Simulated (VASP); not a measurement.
Computed with PBE GGA, VASP's PBE PAW potentials (set 64) (plane waves; VASP).

Input for VASP

File POSCAR:
```
Nd
1
    3.6504750000     0.0000000000     0.0000000000
   -1.8252370000     3.1614040000     0.0000000000
    0.0000000000     0.0000000000     5.9268890000
Nd
2
Direct
  0.3420000000   0.6722450000   0.2468530000
  0.6580000000   0.3277550000   0.7531470000
```

File KPOINTS:
```
kpoints
0
G
2 2 1
```

INCAR:
```
# general
SYSTEM  = Nd
PREC    = Accurate
ENCUT   = 300
LREAL   = .FALSE.
LASPH   = .TRUE.

# electronic loop
EDIFF   = 1E-6
NELM    = 100
ALGO    = Normal
LMAXMIX = 6

# smearing
ISMEAR  = -1
SIGMA   = 0.1

# functional
GGA     = PE

# spin
ISPIN   = 2
MAGMOM  = 3.0 3.0

# ions
ISIF    = 2

# output
LWAVE   = .FALSE.
LCHARG  = .FALSE.
LORBIT  = 11
```

POTCAR, in this order: Nd (PBE.64 set). Program: vasp_std.

The run wrote:

OUTCAR:
```
 ion  position               nearest neighbor table
   1  0.342  0.672  0.247-
   2  0.658  0.328  0.753-
  LATTYP: Found a hexagonal cell.
 ALAT       =     3.6504750000
 C/A-ratio  =     1.6235939159
 Subroutine PRICEL returns:
 Original cell was already a primitive cell.
 Subroutine GETGRP returns: Found  2 space group operations
The static configuration has the point symmetry S_2 .
The dynamic configuration has the point symmetry S_2 .
The overall configuration has the point symmetry S_2 .
 Subroutine INISYM returns: Found  2 space group operations
 Subroutine IBZKPT returns following result:
 Found      4 irreducible k-points:

 Following reciprocal coordinates:
            Coordinates               Weight
  0.000000  0.000000  0.000000      1.000000
  0.500000  0.000000  0.000000      1.000000
  0.000000  0.500000  0.000000      1.000000
  0.500000  0.500000  0.000000      1.000000
   k-points           NKPTS =      4   k-points in BZ     NKDIM =      4   number of bands    NBANDS=     21
   number of dos      NEDOS =    301   number of ions     NIONS =      2
   total plane-waves  NPLWV =  20736
...
```

OSZICAR:
```
...
DAV:  12    -0.146515950315E+02   -0.12624E-01   -0.29725E-01   624   0.184E+00    0.318E+00
DAV:  13    -0.146985291535E+02   -0.46934E-01   -0.23701E-01   648   0.210E+00    0.322E+00
DAV:  14    -0.146747657876E+02    0.23763E-01   -0.75411E-02   584   0.979E-01    0.316E+00
DAV:  15    -0.146231696942E+02    0.51596E-01   -0.39868E-02   640   0.901E-01    0.336E+00
DAV:  16    -0.147982424757E+02   -0.17507E+00   -0.25845E-01   640   0.454E+00    0.232E+00
DAV:  17    -0.148251122504E+02   -0.26870E-01   -0.20985E-01   672   0.416E+00    0.189E+00
DAV:  18    -0.148332034658E+02   -0.80912E-02   -0.84991E-02   640   0.230E+00    0.194E+00
DAV:  19    -0.148606430743E+02   -0.27440E-01   -0.41777E-02   672   0.160E+00    0.193E+00
DAV:  20    -0.148683575029E+02   -0.77144E-02   -0.34064E-02   656   0.142E+00    0.177E+00
DAV:  21    -0.148782257352E+02   -0.98682E-02   -0.23448E-02   640   0.106E+00    0.170E+00
DAV:  22    -0.148871132805E+02   -0.88875E-02   -0.24217E-02   640   0.106E+00    0.145E+00
DAV:  23    -0.148954750171E+02   -0.83617E-02   -0.98647E-03   640   0.691E-01    0.139E+00
DAV:  24    -0.149002855751E+02   -0.48106E-02   -0.22008E-02   640   0.112E+00    0.118E+00
DAV:  25    -0.149033492465E+02   -0.30637E-02   -0.65559E-03   664   0.508E-01    0.115E+00
DAV:  26    -0.149023155300E+02    0.10337E-02   -0.22184E-03   632   0.199E-01    0.113E+00
DAV:  27    -0.149060732584E+02   -0.37577E-02   -0.16790E-02   640   0.106E+00    0.869E-01
DAV:  28    -0.149070395729E+02   -0.96631E-03   -0.30681E-02   640   0.149E+00    0.637E-01
DAV:  29    -0.148971162735E+02    0.99233E-02   -0.21300E-02   635   0.144E+00    0.723E-01
DAV:  30    -0.148995004871E+02   -0.23842E-02   -0.93183E-03   640   0.772E-01    0.713E-01
DAV:  31    -0.148982706651E+02    0.12298E-02   -0.71514E-03   624   0.669E-01    0.718E-01
DAV:  32    -0.148934617535E+02    0.48089E-02   -0.95607E-03   640   0.797E-01    0.781E-01
DAV:  33    -0.148955868480E+02   -0.21251E-02   -0.33940E-03   616   0.440E-01    0.749E-01
DAV:  34    -0.148994019590E+02   -0.38151E-02   -0.14394E-03   640   0.373E-01    0.741E-01
DAV:  35    -0.148827658139E+02    0.16636E-01   -0.31025E-02   640   0.164E+00    0.882E-01
DAV:  36    -0.148454729706E+02    0.37293E-01   -0.10929E-01   640   0.293E+00    0.122E+00
DAV:  37    -0.148882510759E+02   -0.42778E-01   -0.55128E-03   542   0.807E-01    0.958E-01
DAV:  38    -0.148913949048E+02   -0.31438E-02   -0.22110E-03   640   0.355E-01    0.943E-01
DAV:  39    -0.148921760357E+02   -0.78113E-03   -0.92201E-04   632   0.230E-01    0.920E-01
DAV:  40    -0.148924016121E+02   -0.22558E-03   -0.26904E-04   512   0.109E-01    0.922E-01
DAV:  41    -0.148924949311E+02   -0.93319E-04   -0.54356E-04   624   0.178E-01    0.919E-01
DAV:  42    -0.148918998161E+02    0.59511E-03   -0.16403E-04   560   0.105E-01    0.923E-01
DAV:  43    -0.148923159905E+02   -0.41617E-03   -0.54157E-02   632   0.206E+00    0.872E-01
DAV:  44    -0.149002278440E+02   -0.79119E-02   -0.32865E-02   624   0.149E+00    0.819E-01
DAV:  45    -0.149069105940E+02   -0.66828E-02   -0.17474E-03   624   0.370E-01    0.780E-01
DAV:  46    -0.149063395729E+02    0.57102E-03   -0.62442E-04   624   0.174E-01    0.768E-01
DAV:  47    -0.149066540708E+02   -0.31450E-03   -0.63454E-04   672   0.165E-01    0.790E-01
DAV:  48    -0.149060278517E+02    0.62622E-03   -0.49757E-04   643   0.219E-01    0.802E-01
DAV:  49    -0.149065912150E+02   -0.56336E-03   -0.17835E-03   672   0.390E-01    0.834E-01
DAV:  50    -0.149091775123E+02   -0.25863E-02   -0.21253E-03   664   0.408E-01    0.854E-01
DAV:  51    -0.149090516767E+02    0.12584E-03   -0.63188E-04   624   0.250E-01    0.868E-01
DAV:  52    -0.149094915333E+02   -0.43986E-03   -0.10724E-03   640   0.264E-01    0.871E-01
DAV:  53    -0.149099831689E+02   -0.49164E-03   -0.25203E-03   624   0.393E-01    0.914E-01
DAV:  54    -0.149117122991E+02   -0.17291E-02   -0.15722E-03   640   0.312E-01    0.892E-01
DAV:  55    -0.149102412767E+02    0.14710E-02   -0.68016E-04   632   0.268E-01    0.903E-01
DAV:  56    -0.148851198896E+02    0.25121E-01   -0.24273E-01   640   0.452E+00    0.108E+00
DAV:  57    -0.149251386132E+02   -0.40019E-01   -0.14010E-02   596   0.899E-01    0.828E-01
DAV:  58    -0.149274484294E+02   -0.23098E-02   -0.17788E-03   600   0.246E-01    0.839E-01
DAV:  59    -0.149271352497E+02    0.31318E-03   -0.39580E-04   576   0.803E-02    0.840E-01
DAV:  60    -0.149270264010E+02    0.10885E-03   -0.10560E-04   480   0.441E-02    0.843E-01
DAV:  61    -0.149278764468E+02   -0.85005E-03   -0.85281E-04   616   0.271E-01    0.833E-01
DAV:  62    -0.149280127927E+02   -0.13635E-03   -0.20420E-04   616   0.127E-01    0.796E-01
DAV:  63    -0.149270545384E+02    0.95825E-03   -0.76563E-03   616   0.853E-01    0.789E-01
DAV:  64    -0.149266986731E+02    0.35587E-03   -0.77629E-03   632   0.744E-01    0.720E-01
DAV:  65    -0.149257063062E+02    0.99237E-03   -0.57535E-03   600   0.672E-01    0.678E-01
DAV:  66    -0.149239396350E+02    0.17667E-02   -0.32726E-02   640   0.152E+00    0.667E-01
DAV:  67    -0.149293599760E+02   -0.54203E-02   -0.39492E-03   648   0.505E-01    0.623E-01
DAV:  68    -0.149310951208E+02   -0.17351E-02   -0.71986E-04   640   0.180E-01    0.599E-01
DAV:  69    -0.149310846005E+02    0.10520E-04   -0.20980E-04   523   0.524E-02    0.599E-01
DAV:  70    -0.149309254765E+02    0.15912E-03   -0.28295E-03   616   0.424E-01    0.652E-01
DAV:  71    -0.149299844269E+02    0.94105E-03   -0.82568E-03   616   0.788E-01    0.504E-01
DAV:  72    -0.149299108343E+02    0.73593E-04   -0.13183E-03   624   0.353E-01    0.542E-01
DAV:  73    -0.149306163138E+02   -0.70548E-03   -0.14513E-03   656   0.313E-01    0.526E-01
DAV:  74    -0.149310703149E+02   -0.45400E-03   -0.45626E-03   608   0.596E-01    0.533E-01
DAV:  75    -0.149313649349E+02   -0.29462E-03   -0.45568E-03   608   0.581E-01    0.521E-01
DAV:  76    -0.149306456191E+02    0.71932E-03   -0.23635E-03   648   0.404E-01    0.556E-01
DAV:  77    -0.149308435054E+02   -0.19789E-03   -0.14915E-03   592   0.278E-01    0.568E-01
DAV:  78    -0.149310329617E+02   -0.18946E-03   -0.73012E-04   656   0.191E-01    0.574E-01
DAV:  79    -0.149318786166E+02   -0.84565E-03   -0.15457E-03   584   0.326E-01    0.576E-01
DAV:  80    -0.149323644129E+02   -0.48580E-03   -0.30569E-04   619   0.140E-01    0.581E-01
DAV:  81    -0.149321733222E+02    0.19109E-03   -0.79257E-04   640   0.242E-01    0.553E-01
DAV:  82    -0.149328806283E+02   -0.70731E-03   -0.62476E-04   616   0.216E-01    0.547E-01
DAV:  83    -0.149337084376E+02   -0.82781E-03   -0.49249E-04   616   0.192E-01    0.539E-01
DAV:  84    -0.149344241499E+02   -0.71571E-03   -0.58552E-04   632   0.200E-01    0.535E-01
DAV:  85    -0.149342891983E+02    0.13495E-03   -0.54357E-05   499   0.567E-02    0.534E-01
DAV:  86    -0.149269097575E+02    0.73794E-02   -0.67390E-02   640   0.246E+00    0.538E-01
DAV:  87    -0.149395566381E+02   -0.12647E-01   -0.26101E-03   612   0.490E-01    0.341E-01
DAV:  88    -0.149391023199E+02    0.45432E-03   -0.19593E-03   640   0.390E-01    0.325E-01
DAV:  89    -0.149382837335E+02    0.81859E-03   -0.29616E-03   616   0.453E-01    0.301E-01
DAV:  90    -0.149379424922E+02    0.34124E-03   -0.32347E-03   624   0.462E-01    0.286E-01
DAV:  91    -0.149354652124E+02    0.24773E-02   -0.87403E-03   584   0.777E-01    0.276E-01
DAV:  92    -0.149378049876E+02   -0.23398E-02   -0.77667E-04   640   0.241E-01    0.224E-01
DAV:  93    -0.149373053688E+02    0.49962E-03   -0.22356E-03   592   0.361E-01    0.207E-01
DAV:  94    -0.149380716153E+02   -0.76625E-03   -0.24279E-04   616   0.993E-02    0.193E-01
DAV:  95    -0.149373097417E+02    0.76187E-03   -0.23686E-03   608   0.379E-01    0.188E-01
DAV:  96    -0.149329336716E+02    0.43761E-02   -0.14228E-02   600   0.101E+00    0.216E-01
DAV:  97    -0.149351445378E+02   -0.22109E-02   -0.22338E-03   622   0.404E-01    0.159E-01
DAV:  98    -0.149347226217E+02    0.42192E-03   -0.33409E-03   584   0.448E-01    0.159E-01
DAV:  99    -0.149353454815E+02   -0.62286E-03   -0.13608E-03   619   0.283E-01    0.132E-01
DAV: 100    -0.149344992306E+02    0.84625E-03   -0.24665E-03   584   0.391E-01
   1 F= -.14934499E+02 E0= -.14848239E+02  d E =-.172521E+00  mag=     6.5598
```

OUTCAR:
```
------------------------ aborting loop EDIFF was not reached (unconverged)  ----------------------------
  FORCE on cell =-STRESS in cart. coord.  units (eV):
  Direction    XX          YY          ZZ          XY          YZ          ZX
  --------------------------------------------------------------------------------------
  Total       -5.3737694     -5.2103703     -2.8521275     -0.0679342     -0.0250618      0.0005416
  in kB     -125.8732468   -122.0458456    -66.8072127     -1.5912666     -0.5870382      0.0126851
  external PRESSURE =    -104.9087684 kB  Pullay stress =       0.0000000 kB
  volume of cell :       68.40
      direct lattice vectors                 reciprocal lattice vectors
     3.650475000  0.000000000  0.000000000     0.273936953  0.158157535  0.000000000
    -1.825237000  3.161404000  0.000000000     0.000000000  0.316315156  0.000000000
     0.000000000  0.000000000  5.926889000     0.000000000  0.000000000  0.168722579
 POSITION                                       TOTAL-FORCE (eV/Angst)
 -----------------------------------------------------------------------------------
      0.02146      2.12524      1.46307        -0.091065     -0.083515      0.115463
      1.80378      1.03617      4.46382         0.091065      0.083515     -0.115463
 -----------------------------------------------------------------------------------
    total drift:                                0.000000      0.000000      0.000000
  FREE ENERGIE OF THE ION-ELECTRON SYSTEM (eV)
  ---------------------------------------------------
  free  energy   TOTEN  =       -14.9344992306 eV

  energy  without entropy=      -14.7619781951  energy(sigma->0) =      -14.84823871

 total charge

# of ion       s       p       d       f       tot
--------------------------------------------------
    1        2.007   5.282   0.659   3.167  11.114
    2        2.007   5.282   0.659   3.167  11.114
--------------------------------------------------
tot          4.013  10.563   1.318   6.334  22.229

 magnetization (x)

# of ion       s       p       d       f       tot
--------------------------------------------------
    1       -0.015  -0.095   0.020   3.143   3.054
    2       -0.015  -0.095   0.020   3.143   3.054
--------------------------------------------------
tot         -0.030  -0.190   0.041   6.286   6.107
```
(Selected blocks of OUTCAR.)

stdout:
```
...
 -----------------------------------------------------------------------------
|                                                                             |
|           W    W    AA    RRRRR   N    N  II  N    N   GGGG   !!!           |
|           W    W   A  A   R    R  NN   N  II  NN   N  G    G  !!!           |
|           W    W  A    A  R    R  N N  N  II  N N  N  G       !!!           |
|           W WW W  AAAAAA  RRRRR   N  N N  II  N  N N  G  GGG   !            |
|           WW  WW  A    A  R   R   N   NN  II  N   NN  G    G                |
|           W    W  A    A  R    R  N    N  II  N    N   GGGG   !!!           |
|                                                                             |
|     The electronic self-consistency was not achieved in the given           |
|     number of steps (NELM). The forces and other quantities evaluated       |
|     might not be reliable so examine the results carefully. If you find     |
|     spurious results, we suggest increasing NELM, if you were close to      |
|     convergence or switching to a different ALGO or adjusting the           |
|     density mixing parameters otherwise.                                    |
|                                                                             |
 -----------------------------------------------------------------------------

 -----------------------------------------------------------------------------
|                                                                             |
|           W    W    AA    RRRRR   N    N  II  N    N   GGGG   !!!           |
|           W    W   A  A   R    R  NN   N  II  NN   N  G    G  !!!           |
|           W    W  A    A  R    R  N N  N  II  N N  N  G       !!!           |
|           W WW W  AAAAAA  RRRRR   N  N N  II  N  N N  G  GGG   !            |
|           WW  WW  A    A  R   R   N   NN  II  N   NN  G    G                |
|           W    W  A    A  R    R  N    N  II  N    N   GGGG   !!!           |
|                                                                             |
|     Your highest band is occupied at some k-points! Unless you are          |
|     performing a calculation for an insulator or semiconductor, without     |
|     unoccupied bands, you have included TOO FEW BANDS!! Please increase     |
|     the parameter NBANDS in file INCAR to ensure that the highest band      |
|     is unoccupied at all k-points. It is always recommended to include      |
|     a few unoccupied bands to accelerate the convergence of                 |
|     molecular-dynamics runs (even for insulators or semiconductors),        |
|     since the presence of unoccupied bands improves wavefunction            |
|     prediction and helps to suppress 'band-crossings'.                      |
|                                                                             |
 -----------------------------------------------------------------------------

   1 F= -.14934499E+02 E0= -.14848239E+02  d E =-.172521E+00  mag=     6.5598
```

The run did not converge; its last values are not results.

At this cut-off the stress carries a Pulay error, which pulls relaxed volumes low.

The structure was generated: Nd was put into an ordered model structure, which need not be its known phase. The cell was not relaxed at this level, atoms are displaced from their ideal sites. The k-mesh is coarse (spacing up to 1.06 per Å, 2π included), so the numbers may not be converged in it. The run is one of a series of settings (KPOINTS 2×2×1 Γ-centred mesh against the base run), some of them coarse on purpose. VASP warned that the highest band is occupied, so more bands are needed.
